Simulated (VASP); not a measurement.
Output of a VASP run:

**OSZICAR**
```
       N       E                     dE             d eps       ncg     rms          rms(c)
DAV:   1     0.276033434280E+02    0.27603E+02   -0.49600E+03  1024   0.774E+02
DAV:   2    -0.118306634480E+02   -0.39434E+02   -0.38569E+02  1232   0.187E+02
DAV:   3    -0.122738056352E+02   -0.44314E+00   -0.43738E+00  1109   0.212E+01
DAV:   4    -0.122759578643E+02   -0.21522E-02   -0.21512E-02  1168   0.141E+00
DAV:   5    -0.122759710298E+02   -0.13165E-04   -0.13164E-04  1120   0.932E-02    0.147E+01
DAV:   6    -0.119302243623E+02    0.34575E+00   -0.38143E-01  1053   0.748E+00    0.731E+00
DAV:   7    -0.118243344626E+02    0.10589E+00   -0.32465E-01  1056   0.657E+00    0.428E-01
DAV:   8    -0.118229556931E+02    0.13788E-02   -0.42014E-03  1073   0.841E-01    0.105E-01
DAV:   9    -0.118229232439E+02    0.32449E-04   -0.12202E-04  1068   0.135E-01    0.318E-02
DAV:  10    -0.118229225014E+02    0.74250E-06   -0.34778E-06  1097   0.254E-02
   1 F= -.11822923E+02 E0= -.11802848E+02  d E =-.401483E-01
```

**OUTCAR**
```
------------------------ aborting loop because EDIFF is reached ----------------------------------------
  FORCE on cell =-STRESS in cart. coord.  units (eV):
  Direction    XX          YY          ZZ          XY          YZ          ZX
  --------------------------------------------------------------------------------------
  Total        0.5311011      0.5311011      0.5311011      0.0000000     -0.0000000      0.0000000
  in kB       47.7492507     47.7492507     47.7492507      0.0000000     -0.0000000      0.0000000
  external PRESSURE =      47.7492507 kB  Pullay stress =       0.0000000 kB
  volume of cell :       17.82
      direct lattice vectors                 reciprocal lattice vectors
    -1.645459000  1.645459000  1.645459000     0.000000000  0.303866581  0.303866581
     1.645459000 -1.645459000  1.645459000     0.303866581  0.000000000  0.303866581
     1.645459000  1.645459000 -1.645459000     0.303866581  0.303866581  0.000000000
 POSITION                                       TOTAL-FORCE (eV/Angst)
 -----------------------------------------------------------------------------------
      0.00000      0.00000      0.00000         0.000000      0.000000     -0.000000
 -----------------------------------------------------------------------------------
    total drift:                                0.000000      0.000000     -0.000000
  FREE ENERGIE OF THE ION-ELECTRON SYSTEM (eV)
  ---------------------------------------------------
  free  energy   TOTEN  =       -11.8229225014 eV

  energy  without entropy=      -11.7827742234  energy(sigma->0) =      -11.80284836
```
(Selected blocks of OUTCAR.)

POSCAR:
```
Ta
1
   -1.6454590000     1.6454590000     1.6454590000
    1.6454590000    -1.6454590000     1.6454590000
    1.6454590000     1.6454590000    -1.6454590000
Ta
1
Direct
  0.0000000000   0.0000000000   0.0000000000
```

Question: Reconstruct the remaining input files.

Answer: This is not unique; one that fits is the input of the run itself, PBE GGA, plane waves, VASP's PBE PAW potentials (set 64).

### INCAR
```
# general
SYSTEM  = Ta
PREC    = Accurate
ENCUT   = 300
LREAL   = .FALSE.
LASPH   = .TRUE.

# electronic loop
EDIFF   = 1E-6
NELM    = 100
ALGO    = Normal
LMAXMIX = 6

# smearing
ISMEAR  = -1
SIGMA   = 0.1

# functional
GGA     = PE

# ions
ISIF    = 2

# output
LWAVE   = .FALSE.
LCHARG  = .FALSE.
```

File KPOINTS:
```
Automatic mesh
0
Gamma
11 11 11
0 0 0
```

POTCAR, in this order: Ta_pv (PBE.64 set). Program: vasp_std.

At this cut-off the stress carries a Pulay error, which pulls relaxed volumes low.

The structure is a typed Ta crystal. The cell was not relaxed at this level, and its volume differs by -5.9 % from the start's.
